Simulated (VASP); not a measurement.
Calculation: PBEsol GGA, VASP's PBE PAW potentials (set 64) (plane waves; VASP 6.6.1).

The input files of a VASP run:

KPOINTS:
```
Automatic
0
gamma
8 8 4
0 0 0
```

### INCAR
```
LWAVE  =  F
LASPH  =  T   # aspherical one-centre terms
EDIFF  =  1E-7   # SCF stop (eV)
LCHARG  =  F
ALGO  =  Normal   # blocked Davidson
GGA  =  PS   # PBEsol
PSTRESS  =  20   # kbar
ENCUT  =  600
ISIF  =  3   # ions, shape and volume
NELM  =  100   # most electronic steps
PREC  =  Accurate
EDIFFG  =  -0.01   # ionic stop
LREAL  =  F
NSW  =  40
IBRION  =  2
SIGMA  =  0.05
SYSTEM  =  SiC
ISMEAR  =  0   # Gaussian
```

**POSCAR**
```
SiC
1
    1.5338668753    -2.6567351178     0.0000000000
    1.5338668753     2.6567351178     0.0000000000
    0.0000000000     0.0000000000     5.0348518481
Si C
2 2
Direct
  0.6666670000   0.3333330000   0.4996139074
  0.3333330000   0.6666670000   0.9996139074
  0.6666670000   0.3333330000   0.8753860926
  0.3333330000   0.6666670000   0.3753860926
```

POTCAR, in this order: Si C (PBE.64 set). Program: vasp_std.

Output

**OUTCAR**
```
 ion  position               nearest neighbor table
   1  0.667  0.333  0.500-   4 1.88   4 1.88   4 1.88   3 1.89   2 3.08   2 3.08   2 3.08   2 3.08
                             2 3.08   2 3.08
   2  0.333  0.667  1.000-   3 1.88   3 1.88   3 1.88   4 1.89   1 3.08   1 3.08   1 3.08   1 3.08
                             1 3.08   1 3.08
   3  0.667  0.333  0.875-   2 1.88   2 1.88   2 1.88   1 1.89
   4  0.333  0.667  0.375-   1 1.88   1 1.88   1 1.88   2 1.89
  LATTYP: Found a hexagonal cell.
 ALAT       =     3.0677335408
 C/A-ratio  =     1.6412285426
 Subroutine PRICEL returns:
 Original cell was already a primitive cell.
 Subroutine GETGRP returns: Found 12 space group operations
The static configuration has the point symmetry C_3v.
 The point group associated with its full space group is C_6v.
The dynamic configuration has the point symmetry C_3v.
 Subroutine INISYM returns: Found 12 space group operations
 Subroutine IBZKPT returns following result:
 Found     30 irreducible k-points:

 Following reciprocal coordinates:
            Coordinates               Weight
  0.000000  0.000000  0.000000      1.000000
  0.125000  0.000000  0.000000      6.000000
  0.250000  0.000000  0.000000      6.000000
...
```

### OSZICAR
```
       N       E                     dE             d eps       ncg     rms          rms(c)
DAV:   1     0.395275221995E+02    0.39528E+02   -0.82169E+03   720   0.135E+03
DAV:   2    -0.321672530151E+02   -0.71695E+02   -0.65659E+02  1048   0.200E+02
DAV:   3    -0.354371293273E+02   -0.32699E+01   -0.32491E+01   944   0.434E+01
DAV:   4    -0.354754451118E+02   -0.38316E-01   -0.38288E-01   880   0.543E+00
DAV:   5    -0.354760597653E+02   -0.61465E-03   -0.61456E-03   932   0.662E-01    0.125E+01
DAV:   6    -0.319819801923E+02    0.34941E+01   -0.99578E+00   872   0.201E+01    0.569E+00
DAV:   7    -0.318506931371E+02    0.13129E+00   -0.91107E-01   908   0.631E+00    0.240E+00
DAV:   8    -0.318232087341E+02    0.27484E-01   -0.51671E-02   832   0.165E+00    0.508E-01
DAV:   9    -0.318210724427E+02    0.21363E-02   -0.59486E-03   884   0.567E-01    0.128E-01
DAV:  10    -0.318211770559E+02   -0.10461E-03   -0.42094E-04   848   0.155E-01    0.507E-02
DAV:  11    -0.318211766883E+02    0.36762E-06   -0.40159E-05   880   0.527E-02    0.109E-02
DAV:  12    -0.318211770500E+02   -0.36175E-06   -0.21086E-06   880   0.109E-02    0.237E-03
DAV:  13    -0.318211772200E+02   -0.17004E-06   -0.10978E-07   608   0.258E-03    0.130E-03
DAV:  14    -0.318211772335E+02   -0.13455E-07   -0.10222E-08   500   0.912E-04
   1 F= -.31308939E+02 E0= -.31308939E+02  d E =-.313089E+02
```

**OUTCAR**
```
------------------------ aborting loop because EDIFF is reached ----------------------------------------
  FORCE on cell =-STRESS in cart. coord.  units (eV):
  Direction    XX          YY          ZZ          XY          YZ          ZX
  --------------------------------------------------------------------------------------
  Total        0.5259088      0.5259087      0.4951551      0.0000000     -0.0000000      0.0000000
  in kB       20.5337558     20.5337521     19.3330001      0.0000000     -0.0000000      0.0000000
  external PRESSURE =       0.1335027 kB  Pullay stress =      20.0000000 kB
  volume of cell :       41.03
      direct lattice vectors                 reciprocal lattice vectors
     1.533866875 -2.656735118  0.000000000     0.325973530 -0.188200922  0.000000000
     1.533866875  2.656735118  0.000000000     0.325973530  0.188200922  0.000000000
     0.000000000  0.000000000  5.034851848     0.000000000  0.000000000  0.198615576
  FREE ENERGIE OF THE ION-ELECTRON SYSTEM (eV)
  ---------------------------------------------------
  free  energy   TOTEN  =       -31.8211772335 eV

  energy  without entropy=      -31.8211772335  energy(sigma->0) =      -31.82117723
  enthalpy is  TOTEN    =       -31.3089389542 eV   P V=        0.5122382793

 reached required accuracy - stopping structural energy minimisation
```
(Selected blocks of OUTCAR.)

The compound is SiC in the wurtzite structure, the rare 2H polytype. It was relaxed first under an external pressure of 2 GPa.
